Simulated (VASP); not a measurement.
# C (Diamond): exact exchange and RPA correlation

How do semilocal functionals compare with the RPA for C (Diamond), and at what cost? The scan starts from a database cell scaled to its smallest volume. The start is a cell from a database of measured crystal structures.

Program: VASP 6.6.1. Level of theory: RPA correlation on LDA orbitals; plane waves and PAW (C_GW), in the first sound run; inputs show where later runs differ. Values are calculated unless marked as measured.

## 1. The structure

Symmetry: Fd-3m, No. 227, cubic system. Conventional cell: a = 3.469 Å, b = 3.469 Å, c = 3.469 Å, α = 90.00°, β = 90.00°, γ = 90.00°. Nearest to C lie 4 C at 1.50 Å.

## 2. Orbitals, volume ratio 0.92

RPA gives no stress here, so the energy is scanned over volumes, at one cutoff and mesh. Volumes are given as ratios to a reference cell, and this first cell is that cell scaled to 0.92. Each point starts from LDA orbitals, tightly converged.

The input, INCAR:

```
SYSTEM = C
PREC = Accurate
ENCUT = 460
EDIFF = 1E-08
NELM = 100
ISMEAR = 0
SIGMA = 0.05
LREAL = .FALSE.
ALGO = Normal
GGA = CA
NBANDS = 10
LORBIT = 11
LWAVE = .TRUE.
LCHARG = .FALSE.
KPAR = 4
```

The input, POSCAR:

```
C
1.0
    0.0000000000      1.7344857350      1.7344857350
    1.7344857350      0.0000000000      1.7344857350
    1.7344857350      1.7344857350      0.0000000000
C
2
Direct
    0.7500000000      0.7500000000      0.7500000000
    0.5000000000      0.5000000000      0.5000000000
```

The input, KPOINTS:

```
Automatic mesh
0
Gamma
8 8 8
0 0 0
```

The projector-augmented-wave data sets are C_GW (LDA family, release 64).

On the command line:

```console
$ mpirun -np 4 vasp_std
```

Log:

```text
[banner, memory and clock lines left out]
running    4 mpi-ranks, on    1 nodes
 distrk:  each k-point on    1 cores,    4 groups
 distr:  one band on    1 cores,    1 groups

 POSCAR found type information on POSCAR C
 POSCAR found :  1 types and       2 ions
 LDA part: xc-table for (Slater(with rela. corr.)+CA(PZ))
 , standard interpolation
 POSCAR, INCAR and KPOINTS ok, starting setup
 FFT: planning ... GRIDC
 FFT: planning ... GRID_SOFT
 FFT: planning ... GRID
 WAVECAR not read
 entering main loop
       N       E                     dE             d eps       ncg     rms          rms(c)
DAV:   1     0.141504E+02    0.14150E+02   -0.46702E+03   604   0.722E+02
DAV:   2    -0.205877E+02   -0.34738E+02   -0.32260E+02   730   0.203E+02
DAV:   3    -0.212238E+02   -0.63618E+00   -0.63247E+00   746   0.222E+01
DAV:   4    -0.212261E+02   -0.22177E-02   -0.22167E-02   672   0.134E+00
DAV:   5    -0.212261E+02   -0.86318E-05   -0.86324E-05   694   0.806E-02    0.543E+00
DAV:   6    -0.204696E+02    0.75642E+00   -0.42513E-01   782   0.622E+00    0.288E+00
DAV:   7    -0.202044E+02    0.26526E+00   -0.47536E-01   828   0.626E+00    0.372E-01
DAV:   8    -0.202037E+02    0.68521E-03   -0.59411E-03   626   0.966E-01    0.336E-02
DAV:   9    -0.202037E+02   -0.57669E-05   -0.23739E-05   654   0.496E-02    0.142E-02
DAV:  10    -0.202037E+02   -0.14394E-05   -0.10850E-06   684   0.107E-02    0.168E-03
DAV:  11    -0.202037E+02   -0.13424E-07   -0.12705E-08   726   0.152E-03    0.114E-04
DAV:  12    -0.202037E+02   -0.92047E-08   -0.11570E-10   400   0.137E-04
   1 F= -.20203705E+02 E0= -.20203705E+02  d E =-.123551E-10
 writing wavefunctions
```

The job ended after 1.8 s (4 MPI ranks of AMD EPYC 7R43, shared host; peak memory 0.3 GiB).

The logs omit lines about the potential files and the build; timing stands in the text.

Parts of OUTCAR (step 2):

```text
ion  position               nearest neighbor table
   1  0.750  0.750  0.750-   2 1.50   2 1.50   2 1.50   2 1.50
   2  0.500  0.500  0.500-   1 1.50   1 1.50   1 1.50   1 1.50

  LATTYP: Found a face centered cubic cell.
 ALAT       =     3.4689714700

 Subroutine GETGRP returns: Found 48 space group operations
 (whereof 24 operations were pure point group operations)

The static configuration has the point symmetry T_d .
 The point group associated with its full space group is O_h .

 Found     29 irreducible k-points:

   k-points           NKPTS =     29   k-points in BZ     NKDIM =     29   number of bands    NBANDS=     10

   dimension x,y,z NGX =    18 NGY =   18 NGZ =   18
   dimension x,y,z NGXF=    36 NGYF=   36 NGZF=   36

   ENCUT  =  460.0 eV  33.81 Ry    5.81 a.u.   4.29  4.29  4.29*2*pi/ulx,y,z

   NELECT =       8.0000    total number of electrons

 k-points in reciprocal lattice and weights: Automatic mesh
   0.00000000  0.00000000  0.00000000       0.002
   0.12500000  0.00000000  0.00000000       0.016
   0.25000000  0.00000000  0.00000000       0.016
   0.37500000  0.00000000  0.00000000       0.016
   0.50000000  0.00000000  0.00000000       0.008
   0.12500000  0.12500000  0.00000000       0.012
   0.25000000  0.12500000  0.00000000       0.047
   0.37500000  0.12500000  0.00000000       0.047
   0.50000000  0.12500000  0.00000000       0.047
[...]
-0.37500000  0.50000000  0.12500000       0.023
  -0.25000000  0.50000000  0.25000000       0.012

 average (electrostatic) potential at core
       1 -48.2505       2 -48.2505

 E-fermi :  11.2230

 k-point     1 :       0.0000    0.0000    0.0000
  band No.  band energies     occupation
      1     -11.4347      2.00000
      2      11.0205      2.00000
      3      11.0205      2.00000
      4      11.0205      2.00000
      5      16.8025      0.00000
      6      16.8025      0.00000
      7      16.8025      0.00000
      8      26.5309      0.00000
      9      31.1620      0.00000
    ...

 k-point     2 :       0.1250    0.0000    0.0000
  band No.  band energies     occupation
      1     -10.9786      2.00000
      2       8.4751      2.00000
      3      10.3109      2.00000
      4      10.3109      2.00000
      5      17.7351      0.00000
      6      17.7351      0.00000
      7      18.3020      0.00000
      8      26.6640      0.00000
      9      31.8035      0.00000
    ...

 k-point     3 :       0.2500    0.0000    0.0000
  band No.  band energies     occupation
      1      -9.6214      2.00000
      2       4.0839      2.00000
      3       9.1367      2.00000
      4       9.1367      2.00000
      5      19.1508      0.00000
      6      19.1508      0.00000
      7      19.9973      0.00000
      8      26.9706      0.00000
      9      32.6122      0.00000
    ...

  Total        1.5873072      1.5873072      1.5873072     -0.0000000      0.0000000      0.0000000
  in kB      243.6853181    243.6853181    243.6853181     -0.0000000      0.0000000      0.0000000
  external PRESSURE =     243.6853181 kB  Pullay stress =       0.0000000 kB

  energy-cutoff  :      460.00
  volume of cell :       10.44
      direct lattice vectors                 reciprocal lattice vectors
     0.000000000  1.734485735  1.734485735    -0.288269883  0.288269883  0.288269883
     1.734485735  0.000000000  1.734485735     0.288269883 -0.288269883  0.288269883
     1.734485735  1.734485735  0.000000000     0.288269883  0.288269883 -0.288269883

 POSITION                                       TOTAL-FORCE (eV/Angst)
 -----------------------------------------------------------------------------------
      2.60173      2.60173      2.60173         0.000000      0.000000      0.000000
      1.73449      1.73449      1.73449        -0.000000     -0.000000     -0.000000
 -----------------------------------------------------------------------------------
    total drift:                                0.000000     -0.000000      0.000000

  FREE ENERGIE OF THE ION-ELECTRON SYSTEM (eV)
  ---------------------------------------------------
  free  energy   TOTEN  =       -20.2037045419 eV

  energy  without entropy=      -20.2037045418  energy(sigma->0) =      -20.20370454

 total charge
# of ion       s       p       d       tot
------------------------------------------
    1        0.803   1.803   0.000   2.606
    2        0.803   1.803   0.000   2.606
--------------------------------------------------
tot          1.605   3.606   0.000   5.211

[... 3 further parts left out ...]
```

The gap is read on the k-mesh alone, so it is an upper bound where the band edges lie off the mesh.

A gap read on the k-mesh alone can miss the band edges.

This step gave:

```yaml
free_energy_toten: -20.20 eV
fermi_energy: 11.22 eV
pressure: 24.37 GPa
gap_on_the_k_mesh: 4.307 eV
least_direct_gap_on_the_k_mesh: 5.782 eV
```

## 3. Exact exchange, volume ratio 0.92

This step: Hartree-Fock energy on LDA orbitals; plane waves and PAW (C_GW) (VASP 6.6.1).

The Hartree-Fock energy is evaluated once on these orbitals (ALGO = Eigenval, NELM = 1), without letting them relax. It uses the mesh of the correlation step, since the long-wavelength errors of the two partly cancel, and the total energy is their sum.

The input, INCAR:

```
SYSTEM = C
PREC = Accurate
ENCUT = 460
ISMEAR = 0
SIGMA = 0.05
LREAL = .FALSE.
GGA = CA
NBANDS = 10
ALGO = Eigenval
NELM = 1
LHFCALC = .TRUE.
AEXX = 1
ALDAC = 0
AGGAC = 0
PRECFOCK = Normal
LWAVE = .FALSE.
LCHARG = .FALSE.
```

POSCAR is that of step 2.

KPOINTS is that of step 2.

The WAVECAR or CHGCAR of an earlier step is read.

On the command line:

```console
$ mpirun -np 4 vasp_std
```

Log:

```text
[banner, memory and clock lines left out]
running    4 mpi-ranks, on    1 nodes
 distrk:  each k-point on    4 cores,    1 groups
 distr:  one band on    1 cores,    4 groups

 POSCAR found type information on POSCAR C
 POSCAR found :  1 types and       2 ions
 LDA part: xc-table for (Slater(with rela. corr.)+CA(PZ))
 , standard interpolation
|                                                                             |
|           W    W    AA    RRRRR   N    N  II  N    N   GGGG   !!!           |
|           W    W   A  A   R    R  NN   N  II  NN   N  G    G  !!!           |
|           W    W  A    A  R    R  N N  N  II  N N  N  G       !!!           |
|           W WW W  AAAAAA  RRRRR   N  N N  II  N  N N  G  GGG   !            |
|           WW  WW  A    A  R   R   N   NN  II  N   NN  G    G                |
|           W    W  A    A  R    R  N    N  II  N    N   GGGG   !!!           |
|                                                                             |
|     The number of bands has been changed from the values supplied in        |
|     The orbitals not found in the WAVECAR file will be initialized with     |
|     random numbers, which is usually adequate. For correlated               |
|     calculations, however, you should redo the groundstate calculation.     |
|     I found NBANDS = 10. Now, NBANDS = 12.                                  |
|                                                                             |

 found WAVECAR, reading the header
  number of bands has changed, file:    10 present:    12
  trying to continue reading WAVECAR, but it might fail
 POSCAR, INCAR and KPOINTS ok, starting setup
 FFT: planning ... GRIDC
 FFT: planning ... GRID_SOFT
 FFT: planning ... GRID
 reading WAVECAR
 random initialization beyond band           10
 the WAVECAR file was read successfully
 initial charge from wavefunction
 entering main loop
       N       E                     dE             d eps       ncg     rms          rms(c)
EIG:   1    -0.301580E+02   -0.30158E+02    0.00000E+00     0   0.000E+00
   1 F= -.30157995E+02 E0= -.30157995E+02  d E =-.500896E-48
```

The job ended after 28 s (4 MPI ranks; peak memory 0.28 GiB).

From OUTCAR (step 3):

```text
 Found     29 irreducible k-points:

   k-points           NKPTS =     29   k-points in BZ     NKDIM =    512   number of bands    NBANDS=     12

   NELECT =       8.0000    total number of electrons

  exchange ACFDT corr.  =         0.00000000  see jH, gK, PRB 81, 115126

 E-fermi :  11.5267

 k-point     1 :       0.0000    0.0000    0.0000
  band No.  band energies     occupation
      1     -22.2518      2.00000
      2       8.8755      2.00000
      3       8.8755      2.00000
      4       8.8755      2.00000
      5      23.2438      0.00000
      6      23.2438      0.00000
      7      23.2438      0.00000
      8      35.4429      0.00000
      9      39.4405      0.00000
    ...

 k-point     2 :       0.1250    0.0000    0.0000
  band No.  band energies     occupation
      1     -21.6502      2.00000
      2       5.4414      2.00000
      3       7.9586      2.00000
      4       7.9586      2.00000
      5      24.4814      0.00000
      6      24.4814      0.00000
      7      24.9979      0.00000
      8      35.7304      0.00000
      9      40.4302      0.00000
    ...

 POSITION                                       TOTAL-FORCE (eV/Angst)
 -----------------------------------------------------------------------------------
      2.60173      2.60173      2.60173         0.000000      0.000000      0.000000
      1.73449      1.73449      1.73449        -0.000000     -0.000000     -0.000000
 -----------------------------------------------------------------------------------
    total drift:                               -0.000000     -0.000000     -0.000000

  FREE ENERGIE OF THE ION-ELECTRON SYSTEM (eV)
  ---------------------------------------------------
  free  energy   TOTEN  =       -30.1579947148 eV

  energy  without entropy=      -30.1579947148  energy(sigma->0) =      -30.15799471

[... 8 parts as in an earlier step ...]

[... 5 further parts left out ...]
```

Read from the output:

```yaml
free_energy_toten: -30.16 eV
```

The Hartree-Fock energy on these orbitals is -15.0790 eV an atom.

## 4. Empty bands, volume ratio 0.92

This step: LDA; plane waves and PAW (C_GW) (VASP 6.6.1).

ALGO = Exact makes the empty bands from the converged ground state in one step. LOPTICS writes the k-derivatives of the orbitals (WAVEDER), which give the long-wavelength limit of the screening.

The input, INCAR:

```
SYSTEM = C
PREC = Accurate
ENCUT = 460
ISMEAR = 0
SIGMA = 0.05
LREAL = .FALSE.
GGA = CA
NBANDS = 256
ALGO = Exact
NELM = 1
LWAVE = .TRUE.
LCHARG = .FALSE.
LOPTICS = .TRUE.
NEDOS = 1000
CSHIFT = 0.1
```

POSCAR is that of step 3.

KPOINTS is that of step 3.

On the command line:

```console
$ mpirun -np 4 vasp_std
```

Log:

```text
[banner, memory and clock lines left out]
running    4 mpi-ranks, on    1 nodes
 distrk:  each k-point on    4 cores,    1 groups
 distr:  one band on    1 cores,    4 groups

 POSCAR found type information on POSCAR C
 POSCAR found :  1 types and       2 ions
 LDA part: xc-table for (Slater(with rela. corr.)+CA(PZ))
 , standard interpolation
 found WAVECAR, reading the header
  number of bands has changed, file:    10 present:   256
  trying to continue reading WAVECAR, but it might fail
 POSCAR, INCAR and KPOINTS ok, starting setup
 FFT: planning ... GRIDC
 FFT: planning ... GRID_SOFT
 FFT: planning ... GRID
 reading WAVECAR
 random initialization beyond band           10
 the WAVECAR file was read successfully
 initial charge from wavefunction
 entering main loop
       N       E                     dE             d eps       ncg     rms          rms(c)
DIA:   1    -0.202037E+02   -0.20204E+02    0.00000E+00     0   0.000E+00
   1 F= -.20203705E+02 E0= -.20203705E+02  d E =-.133709E-29
 writing wavefunctions
 optical routines
 imaginary and real dielectric function
 recalculating local potential from charge density
 direction            1
 direction            2
 direction            3
```

It took 3 s on 4 MPI ranks; peak memory 0.33 GiB; 9.7 s of CPU time.

OUTCAR, selected parts (step 4):

```text
 Found     29 irreducible k-points:

   k-points           NKPTS =     29   k-points in BZ     NKDIM =     29   number of bands    NBANDS=    256

   NELECT =       8.0000    total number of electrons

 E-fermi :  11.4081

  Total        1.5873076      1.5873076      1.5873076      0.0000000      0.0000000     -0.0000000
  in kB      243.6853904    243.6853904    243.6853904      0.0000000      0.0000000     -0.0000000
  external PRESSURE =     243.6853904 kB  Pullay stress =       0.0000000 kB

 POSITION                                       TOTAL-FORCE (eV/Angst)
 -----------------------------------------------------------------------------------
      2.60173      2.60173      2.60173        -0.000000     -0.000000     -0.000000
      1.73449      1.73449      1.73449         0.000000      0.000000      0.000000
 -----------------------------------------------------------------------------------
    total drift:                                0.000000     -0.000000      0.000000

  FREE ENERGIE OF THE ION-ELECTRON SYSTEM (eV)
  ---------------------------------------------------
  free  energy   TOTEN  =       -20.2037045415 eV

  energy  without entropy=      -20.2037045415  energy(sigma->0) =      -20.20370454

 plasma frequency squared (from intraband transitions) (eV^2)
  --------------------------------------------------------------------------------------
       0.000      -0.000      -0.000
       0.000       0.000       0.000
       0.000       0.000       0.000

[... 15 parts as in an earlier step ...]
```

WAVECAR now holds 256 bands for 8 electrons.

(Continued in part 2 of 6.)

[Long decimals in the printed logs are rounded to 6 places.]

[Lines on the potential files, build, host, timing and source positions are cut from VASP's logs without a mark.]

[Logs are printed without paths, hosts, clocks, repeated set-up lines and the standing remarks that a program may print on its own settings, such as how far it seeks lower states.]

[Hosts, paths, dates, database ids (printed as entryN), source tags and the programs' standing remarks are cut or masked in the printed files.]

[Measured values are set beside computed ones only where the two were judged alike; some that the calculation misses by far are left out.]

[Pressures printed for these runs are not shown converged in the cutoff: they can be off by several GPa and have the wrong sign.]
